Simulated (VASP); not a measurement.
The input files of a VASP run:

POSCAR:
```
ZnCl2
1.0
 -2.7883666354   2.7883666354   4.9295341838
  2.7883666354  -2.7883666354   4.9295341838
  2.7883666354   2.7883666354  -4.9295341838
Zn Cl
2 4
Cart
 -0.0000000000   2.7883666354   2.4647670919
  0.0000000000   0.0000000000   0.0000000000
  1.3941833177   1.2949607220  -1.2323835459
  1.2949607220   4.1825499531   1.2323835460
  1.3941833177   1.4934059134   3.6971506379
  1.4934059134  -1.3941833177   6.1619177297
```

INCAR:
```
! general
SYSTEM =ZnCl2
PREC   =Accurate
ENCUT  =400
LREAL  =.False.
LASPH  =.True.

! electronic loop
EDIFF  =1E-7
NELM   =100
ALGO   =Normal
LMAXMIX=4

! smearing
ISMEAR =-5

! functional
GGA    =PS

! ions
ISIF   =2

! output
LWAVE  =.False.
LCHARG =.True.
LORBIT =11
NEDOS  =601

! other
LEFG   =.True.
```

**KPOINTS**
```
Regular mesh
0
G
6 6 6
0 0 0
```

POTCAR, in this order: Zn Cl (PBE.64 set). Program: vasp_std.

Translate this PBEsol calculation to Ansatz.

One equivalent input (not run):
Ansatz 0.2 input:
```yaml
crystal:
  lattice:
    - [-2.7883666, 2.7883666, 4.9295342]
    - [2.7883666, -2.7883666, 4.9295342]
    - [2.7883666, 2.7883666, -4.9295342]
  atoms:
    - { symbol: Zn, position: [0.7500000, 0.2500000, 0.5000000] }
    - { symbol: Zn, position: [0.0000000, 0.0000000, 0.0000000] }
    - { symbol: Cl, position: [0.1072078, 0.1250000, 0.4822078] }
    - { symbol: Cl, position: [0.8750000, 0.3572078, 0.9822078] }
    - { symbol: Cl, position: [0.6427922, 0.6250000, 0.5177922] }
    - { symbol: Cl, position: [0.3750000, 0.8927922, 0.0177922] }
kpoints:
  mp_grid: { grid: [6, 6, 6] }
hamiltonian:
  xc: pbesol
  pseudopotentials: { kind: paw }
scf:
  occupations: { method: tetrahedron }
  max_iter: 100
output: { forces: true, stress: true, eigenvalues: true }
```
The two are equivalent in intent, not identical: each code has its own PAW files, so the cut-off isn't converted (ENCUT is set for VASP's; basis.ecutwfc is left out, and Ansatz then takes the one that its files recommend); Ansatz stops its SCF on the density residual and VASP on the energy change (EDIFF); the field gradients of LEFG aren't asked of the other code.

The structure comes from a computed database's ZnCl2 entry (I-42d); how it stands against other phases isn't given here. It was relaxed first.
